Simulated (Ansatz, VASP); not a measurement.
# Cu (Copper): VASP beside Ansatz

One calculation is typed for both programs; each brings its own data sets and cutoff. How far apart do they land? The cell is a member of a volume series, scaled by 1.08 from a relaxed one, so a pressure remains.

Program: Ansatz 0.2.0. Level of theory: plane waves, with VASP 6.6.1 beside it; single point at PBEsol. Results are calculated unless marked as measured.

**1. Set-up**

The structure is cubic, space group Fm-3m (No. 225). Conventional cell: a = 3.657 Å, b = 3.657 Å, c = 3.657 Å, α = 90.00°, β = 90.00°, γ = 90.00°. Cu has 12 Cu at 2.59 Å nearest.

Coordinates:

```cif
data_structure
_symmetry_space_group_name_H-M 'P 1'
_symmetry_Int_Tables_number 1
_cell_length_a 2.5856
_cell_length_b 2.5856
_cell_length_c 2.5856
_cell_angle_alpha 60.000
_cell_angle_beta 60.000
_cell_angle_gamma 60.000
_cell_volume 12.22
loop_
_atom_site_label
_atom_site_type_symbol
_atom_site_fract_x
_atom_site_fract_y
_atom_site_fract_z
_atom_site_occupancy
Cu1 Cu 0.00000 0.00000 0.00000 1
```

**2. VASP: single point, PBEsol, volume scaled by 1.08**

With cell and atoms fixed, the geometry can't cause a difference; cores, projectors, grids and the points listed under the comparison can.

Lines of VASP's logs that name or quote its potential files are left out, and so is its time.

The input asks for a relaxation, which ended at its first step since no free force or stress exceeded the threshold; so it serves as a single point.

Input file INCAR:

```
SYSTEM = Cu
PREC = Accurate
ENCUT = 400
EDIFF = 1E-08
NELM = 100
ISMEAR = 1
SIGMA = 0.15
LREAL = .FALSE.
ALGO = Normal
GGA = PS
NBANDS = 11
LASPH = .TRUE.
LORBIT = 11
LWAVE = .FALSE.
LCHARG = .FALSE.
KPAR = 16
IBRION = 2
NSW = 30
ISIF = 4
EDIFFG = -0.002
```

Input file POSCAR:

```
Cu
1.0
    0.0000000000      1.8283193438      1.8283193438
    1.8283193438      0.0000000000      1.8283193438
    1.8283193438      1.8283193438      0.0000000000
Cu
1
Direct
    0.0000000000      0.0000000000      0.0000000000
```

Input file KPOINTS:

```
Automatic mesh
0
Gamma
16 16 16
0 0 0
```

The projector-augmented-wave data sets are Cu (PBE family, release 64).

Command:

```sh
$ mpirun -np 16 vasp_std
```

Numbers of over 12 decimals in the logs are rounded to 6 here.

What it wrote:

```text
[banner, memory and clock lines left out]
running   16 mpi-ranks, on    1 nodes
 distrk:  each k-point on    1 cores,   16 groups
 distr:  one band on    1 cores,    1 groups

 POSCAR found type information on POSCAR Cu
 POSCAR found :  1 types and       1 ions
|                                                                             |
|           W    W    AA    RRRRR   N    N  II  N    N   GGGG   !!!           |
|           W    W   A  A   R    R  NN   N  II  NN   N  G    G  !!!           |
|           W    W  A    A  R    R  N N  N  II  N N  N  G       !!!           |
|           W WW W  AAAAAA  RRRRR   N  N N  II  N  N N  G  GGG   !            |
|           WW  WW  A    A  R   R   N   NN  II  N   NN  G    G                |
|           W    W  A    A  R    R  N    N  II  N    N   GGGG   !!!           |
|                                                                             |
|     For optimal performance we recommend to set                             |
|       NCORE = 2 up to number-of-cores-per-socket                            |
|     NCORE specifies how many cores store one orbital (NPAR=cpu/NCORE).      |
|     This setting can greatly improve the performance of VASP for DFT.       |
|     The default, NCORE=1 might be grossly inefficient on modern             |
|     multi-core architectures or massively parallel machines. Do your        |
|     Unfortunately you need to use the default for GW and RPA                |
|     calculations (for HF NCORE is supported but not extensively tested      |
|     yet).                                                                   |
|                                                                             |

|                                                                             |
|               ----> ADVICE to this user running VASP <----                  |
|                                                                             |
|     You enforced a specific xc type in the INCAR file but a different       |
|     [... a line on the potential file left out ...]
|     I HOPE YOU KNOW WHAT YOU ARE DOING!                                     |
|                                                                             |

 LDA part: xc-table for (Slater+PW92), standard interpolation
 POSCAR, INCAR and KPOINTS ok, starting setup
 FFT: planning ... GRIDC
 FFT: planning ... GRID_SOFT
 FFT: planning ... GRID
 WAVECAR not read
 entering main loop
       N       E                     dE             d eps       ncg     rms          rms(c)
DAV:   1     0.357721877978E+02    0.35772E+02   -0.46504E+03  3438   0.136E+03
DAV:   2    -0.448717713293E+01   -0.40259E+02   -0.37567E+02  3256   0.184E+02
DAV:   3    -0.533757543474E+01   -0.85040E+00   -0.84522E+00  3653   0.339E+01
DAV:   4    -0.534306830852E+01   -0.54929E-02   -0.54919E-02  3592   0.239E+00
DAV:   5    -0.534312560911E+01   -0.57301E-04   -0.57299E-04  3619   0.245E-01    0.832E+00
DAV:   6    -0.478316717109E+01    0.55996E+00   -0.19075E+01  3688   0.862E+01    0.463E+00
DAV:   7    -0.429298028152E+01    0.49019E+00   -0.30617E+00  3670   0.345E+01    0.495E-01
DAV:   8    -0.428356615999E+01    0.94141E-02   -0.95426E-03  3784   0.191E+00    0.378E-01
DAV:   9    -0.428104201348E+01    0.25241E-02   -0.15813E-02  3736   0.225E+00    0.313E-02
DAV:  10    -0.428104218386E+01   -0.17038E-06   -0.72327E-05  4716   0.153E-01    0.618E-03
DAV:  11    -0.428104360005E+01   -0.14162E-05   -0.51932E-07  3638   0.113E-02    0.795E-04
DAV:  12    -0.428104355007E+01    0.49978E-07   -0.45005E-08  2685   0.397E-03    0.834E-05
DAV:  13    -0.428104357093E+01   -0.20860E-07   -0.15261E-09  2039   0.475E-04    0.132E-05
DAV:  14    -0.428104357256E+01   -0.16305E-08   -0.20975E-10  1838   0.192E-04
   1 F= -.42810436E+01 E0= -.42810146E+01  d E =-.428104E+01
 curvature:   0.00 expect dE= 0.000E+00 dE for cont linesearch  0.000E+00
 trial: gam= 0.00000 g(F)=  0.493E-62 g(S)=  0.201E-32 ort = 0.000E+00 (trialstep = 0.100E+01)
 search vector abs. value=  0.100E-09
 reached required accuracy - stopping structural energy minimisation
```

Parts of OUTCAR (step 2):

```text
ion  position               nearest neighbor table
   1  0.000  0.000  0.000-

  LATTYP: Found a face centered cubic cell.
 ALAT       =     3.6566386876

 Subroutine GETGRP returns: Found 48 space group operations
 (whereof 48 operations were pure point group operations)

The static configuration has the point symmetry O_h .

 Found    145 irreducible k-points:

   k-points           NKPTS =    145   k-points in BZ     NKDIM =    145   number of bands    NBANDS=     11

   dimension x,y,z NGX =    18 NGY =   18 NGZ =   18
   dimension x,y,z NGXF=    36 NGYF=   36 NGZF=   36

   ENCUT  =  400.0 eV  29.40 Ry    5.42 a.u.   4.22  4.22  4.22*2*pi/ulx,y,z

   NELECT =      11.0000    total number of electrons

 k-points in reciprocal lattice and weights: Automatic mesh
   0.00000000  0.00000000  0.00000000       0.000
   0.06250000  0.00000000  0.00000000       0.002
   0.12500000  0.00000000  0.00000000       0.002
   0.18750000  0.00000000  0.00000000       0.002
   0.25000000  0.00000000  0.00000000       0.002
   0.31250000  0.00000000  0.00000000       0.002
   0.37500000  0.00000000  0.00000000       0.002
   0.43750000  0.00000000  0.00000000       0.002
   0.50000000  0.00000000  0.00000000       0.001
[...]
-0.31250000  0.50000000  0.18750000       0.003
  -0.25000000  0.50000000  0.25000000       0.001

 average (electrostatic) potential at core
       1 -63.9105

 E-fermi :   6.9223

 k-point     1 :       0.0000    0.0000    0.0000
  band No.  band energies     occupation
    ...
      2       4.0655      2.00000
      3       4.0655      2.00000
      4       4.0655      2.00000
      5       4.8546      2.00000
      6       4.8546      2.00000
      7      29.2906      0.00000
      8      31.6368      0.00000
      9      31.6368      0.00000
     10      31.6368      0.00000
     11      34.0946      0.00000

 k-point     2 :       0.0625    0.0000    0.0000
  band No.  band energies     occupation
    ...
      2       4.0370      2.00000
      3       4.0912      2.00000
      4       4.0912      2.00000
      5       4.8447      2.00000
      6       4.8447      2.00000
      7      28.3404      0.00000
      8      30.2461      0.00000
      9      31.1947      0.00000
     10      31.1947      0.00000
     11      34.7388      0.00000

 k-point     3 :       0.1250    0.0000    0.0000
  band No.  band energies     occupation
    ...
      2       3.9615      2.00000
      3       4.1547      2.00000
      4       4.1547      2.00000
      5       4.8274      2.00000
      6       4.8274      2.00000
      7      25.3807      0.00000
      8      29.8301      0.00000
      9      30.4412      0.00000
     10      30.4412      0.00000
     11      36.0131      0.00000

  Total       -0.8192140     -0.8192140     -0.8192140      0.0000000      0.0000000     -0.0000000
  in kB     -107.3796033   -107.3796033   -107.3796033      0.0000000      0.0000000     -0.0000000
  external PRESSURE =    -107.3796033 kB  Pullay stress =       0.0000000 kB

  energy-cutoff  :      400.00
  volume of cell :       12.22
      direct lattice vectors                 reciprocal lattice vectors
     0.000000000  1.828319344  1.828319344    -0.273475201  0.273475201  0.273475201
     1.828319344  0.000000000  1.828319344     0.273475201 -0.273475201  0.273475201
     1.828319344  1.828319344  0.000000000     0.273475201  0.273475201 -0.273475201

 POSITION                                       TOTAL-FORCE (eV/Angst)
 -----------------------------------------------------------------------------------
      0.00000      0.00000      0.00000        -0.000000     -0.000000      0.000000
 -----------------------------------------------------------------------------------
    total drift:                                0.000000     -0.000000      0.000000

  FREE ENERGIE OF THE ION-ELECTRON SYSTEM (eV)
  ---------------------------------------------------
  free  energy   TOTEN  =        -4.2810435726 eV

  energy  without entropy=       -4.2809565974  energy(sigma->0) =       -4.28101458

 reached required accuracy - stopping structural energy minimisation

 total charge
# of ion       s       p       d       tot
------------------------------------------
    1        0.440   0.361   9.164   9.965

[... 3 further parts left out ...]
```

CONTCAR:

```
Cu
   1.00000000000000
     0.0000000000000000    1.8283193438000001    1.8283193438000001
     1.8283193438000001    0.0000000000000000    1.8283193438000001
     1.8283193438000001    1.8283193438000001    0.0000000000000000
  Cu
     1
Direct
     0.0000000000000000    0.0000000000000000    0.0000000000000000
```

**3. Ansatz: single point, PBEsol, volume scaled by 1.08**

Ansatz runs on its default PAW (the set named soft_2) files.

The same cell, functional, mesh and smearing now go to Ansatz, which takes its cutoff from its data sets.

Input file input.yaml:

```yaml
crystal:
  lattice:
    - [0.0, 1.82831934, 1.82831934]
    - [1.82831934, 0.0, 1.82831934]
    - [1.82831934, 1.82831934, 0.0]
  atoms:
    - { symbol: Cu, position: [0.0, 0.0, 0.0] }
hamiltonian:
  xc: pbesol
  pseudopotentials: { kind: paw }
kpoints:
  mp_grid: { grid: [16, 16, 16] }
scf:
  occupations: { method: methfessel_paxton, width: 0.15 }
  n_extra_bands: 4
output:
  forces: true
  stress: true
  eigenvalues: true
```

Command:

```sh
$ ansatz run input.yaml --threads 2 --pin off --max-ram 4608MiB --backend cpu --events-out ev --progress --plain --runs-dir out
```

What it wrote:

```text
scf.n_extra_bands = 4 over 10 filled bands (N_el = 19.0): the run solves 14 bands
Engine: ansatz 0.2.0, aarch64-unknown-linux-gnu
Pseudopotentials: kind: paw
Pseudopotential: Cu, paw, valence charge 19, recommended cutoff 420 eV (normal), Cu.paw.azcp
Functional definition: PBEsol
  exchange = pbesol_x
  correlation = pbesol_c
Crystal: 1 atoms, lattice volume = 12.223 Å³
Basis set: ecut = 420 eV, 259 PW (Γ), exchange–correlation on 36×36×36 points (8 copies of the dense FFT grid, shifted against one another)
Bands: 14, of which v1, the nominal top of the filled ones, is band 10 counted from 1 (9 counted from 0)
Symmetry: 48 space group operations
Space group: Fm-3m (ITA 225), of the structure as read, at distance tolerance 2.3e-5 Å
k-points: 145 of 4096
Non-local potential: Cu, projectors of the file, l = 0: 3, l = 1: 2, l = 2: 3, l = 3: 1
PAW form: soft (Blöchl's): semilocal exchange-correlation on the pseudo side does not see the compensation charge
PAW frozen core: Cu, regenerated for the run's functional, and the local potential with it (the file was generated under x = pbe(κ = 0.804, μ = 0.219515), c = pbe(β = 0.066725))
PAW one-centre angular grid: Cu, 590 points (default); XC on 64 Gauss nodes
Initial density: superposition of atomic densities (neutral atoms: chi_scale 0, normalization atom), corrected by the library's trained network
Initial wavefunctions: pseudopotential atomic-orbital guess
Functional: x = pbesol(κ = 0.804, μ = 0.123457), c = pbesol(β = 0.046)
SCF iter   1: F=—  HF=-6588.746545 eV  |F-HF|=—  |Δ(HF+E_count)|=         —  Δρ=2.05e-2  dr2=2.70e-2  ethr=1.77e-3  ⟨swp⟩=5.0  Hψ=9948  notcnv=0
preconditioner: auto → none  [metal: Δε(μ)=0.056 eV  Ē_g=16.516 eV  σ=0.150 eV  W_gap=0.29  n_scr=0 (ndim 8)  ℏωp=35.2 eV  f_vac=0.000  D(μ)=0.32/eV (n_scr^D=0)]
SCF iter   2: F=—  HF=-6588.740353 eV  |F-HF|=—  |Δ(HF+E_count)|=   6.19e-3  S|Δr|=    0.00e0  Δρ=7.34e-4  dr2=1.57e-5  ethr=1.42e-4  ⟨swp⟩=2.7  Hψ=4073  notcnv=0  defer=22
SCF iter   3: F=—  HF=-6588.740370 eV  |F-HF|=—  |Δ(HF+E_count)|=   1.69e-5  S|Δr|=    0.00e0  Δρ=8.95e-4  dr2=4.21e-5  ethr=8.25e-8  ⟨swp⟩=2.1  Hψ=3418  notcnv=0  defer=22
SCF iter   4: F=—  HF=-6588.740394 eV  |F-HF|=—  |Δ(HF+E_count)|=   2.40e-5  S|Δr|=    0.00e0  Δρ=1.03e-4  dr2=5.08e-7  ethr=8.25e-8  ⟨swp⟩=1.2  Hψ=2135  notcnv=0  defer=22
SCF iter   5: F=-6588.740395 eV  HF=-6588.740395 eV  |F-HF|=1.11e-9  |Δ(HF+E_count)|=   1.19e-7  S|Δr|=    0.00e0  Δρ=5.67e-6  dr2=1.40e-9  ethr=5.26e-10  ⟨swp⟩=5.8  Hψ=8914  notcnv=0
SCF 1 converged in 5 iterations: F = -6588.740395 eV  dr2 = 1.40e-9
  greatest PAW one-centre occupation: 1.000 electrons in one spin orbital (limit 2), on the Cu atom at site 0 (counted from 0), in its partial waves of l = 0
SCF converged after 5 iterations
Stability not checked: this state was not tested for a lower state beside it, because cold or Methfessel-Paxton smearing, or corrected tetrahedra, fill the levels in a way that the test cannot read (fill_not_monotonic; see scf.lower_state_search)
Free energy (F): -6588.740395 eV
Harris-Foulkes:  -6588.740395 eV  (|F-HF|=1.11e-9)
Internal energy: -6588.740404 eV  (E = F + TS)
E sigma→0 (E₀):  -6588.740397 eV
Entropy (-TS):   0.000010 eV (0.010 meV/atom)
Fermi energy:    15.802166 eV
--- Per-component energies (eV) ---
  E_band       = -373.191625
  E_kinetic    = 299.621492
  E_local      = -4112.789207  (includes V_loc(G=0)·N_el)
  E_nonlocal   = 392.006773
  E_hartree    = 1806.618063
  E_xc         = -88.652294
  E_vxc        = -114.890631  (∫ρ·V_xc dr)
  E_paw        = -1626.835173  (= ΣΔE_a)
  E_vpaw       = -450.379541  (= ΣTr[D̂ρ^β])
  E_aug_tail   = 0.000234  (compensation charges beyond the density's cutoff)
  E_ewald      = -3258.916496
  E_core_change = 0.206202  (= ΣΔE_core)
  E_smearing   = 0.000010  (= −TS)
  E_closure    = -0.000000  (closes the sum)
  Σ components = -6588.740395   (vs F -6588.740395, Δ=0.00e0)
--- Forces (eV/Å), atoms counted from 1 ---
  atom   1  Cu    -0.00000000    -0.00000000     0.00000000
  max |Σ_I F_I| component: 9.45e-32 eV/Å
--- Stress (GPa, compression-positive) ---
      -10.634950       0.000000       0.000000
        0.000000     -10.634950      -0.000000
        0.000000      -0.000000     -10.634950
  P = ⅓ Tr σ = -10.6350 GPa (-106.350 kbar)
--- Band table (eV; the first three rows and the last of 145) ---
  k-point 0: bands = [... 6 lower, 12.9597, 12.9597, 13.7595, 13.7595, 38.1643, 40.3953, 40.3953, 40.3953]
  k-point 1: bands = [... 6 lower, 12.9857, 12.9857, 13.7494, 13.7494, 37.1835, 39.0541, 39.9568, 39.9568]
  k-point 2: bands = [... 6 lower, 13.0501, 13.0501, 13.7318, 13.7318, 34.2102, 38.6741, 39.2071, 39.2071]
  k-point 144: bands = [... 6 lower, 12.4659, 13.7184, 14.4414, 21.8804, 21.8804, 23.9791, 24.2556, 43.4646]
```

Wall time 1.5 s (2 threads of Arm Neoverse N1, shared host); peak memory 0.28 GiB.

The run ends at a pressure of -10.63 GPa.

**4. Differences**

Known differences besides the potentials themselves: the data sets hold 19 valence electrons in Ansatz (default PAW (the set named soft_2) files) and 11 in VASP; the cutoff is 420 eV in Ansatz and 400 eV in VASP; Ansatz makes its cores anew for this functional, VASP keeps those of its PBE data sets. Total energies have different zeros and are not compared.

Both answers:

| quantity | Ansatz | VASP | difference |
| --- | --- | --- | --- |
| pressure (GPa) | -10.63 | -10.74 | +0.10 |
| pressure without Ansatz's Pulay correction (GPa) | -10.74 | -10.74 | 0.00 |

Ansatz's pressure holds a Pulay correction of 0.10 GPa; VASP's holds none.

**5. Results**

```json
{
  "difference in pressure (single point, PBEsol, volume scaled by 1.08)": "0.10 GPa"
}
```

**Reading.** The difference in pressure is 0.10 GPa (single point, PBEsol, volume scaled by 1.08), within the 1 GPa picked in this series as the mark of a large difference. How closely two codes agree says nothing of how well the functional describes the real material.

[Lines on the potential files, build, host, timing and source positions are cut from VASP's logs without a mark.]

[Logs are printed without paths, hosts, clocks, repeated set-up lines and the standing remarks that a program may print on its own settings, such as how far it seeks lower states.]

[Hosts, paths, dates, database ids (printed as entryN), source tags and the programs' standing remarks are cut or masked in the printed files.]
